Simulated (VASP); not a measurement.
Here is the system:

```xyz
2
Lattice="0.0000 2.5700 2.5700 2.5700 0.0000 2.5700 2.5700 2.5700 0.0000" Properties=species:S:1:pos:R:3 pbc="T T T"
Li     0.0000     0.0000     0.0000
Cl     2.5700     2.5700     2.5700
```

All values below come from PBE GGA, VASP's PBE PAW potentials (set 64) (plane waves; VASP 6.6.1). Run with 300 eV cut-off, 8×8×8 Γ-centred mesh, Gaussian smearing of 0.050 eV, potentials Li_sv Cl.

At this cut-off the stress carries a Pulay error, which pulls relaxed volumes low.

Problem. Give the stress tensor in GPa (positive for a compressed cell).

Solution. 
```
-2.85   0.00   0.00
 0.00  -2.85   0.00
 0.00   0.00  -2.85
```
The pressure is its mean diagonal, -2.85 GPa.

The compound is LiCl in the rock salt structure. The cell was not relaxed at this level. The run is one of a series of settings (ENCUT = 300 against the base run), some of them coarse on purpose.
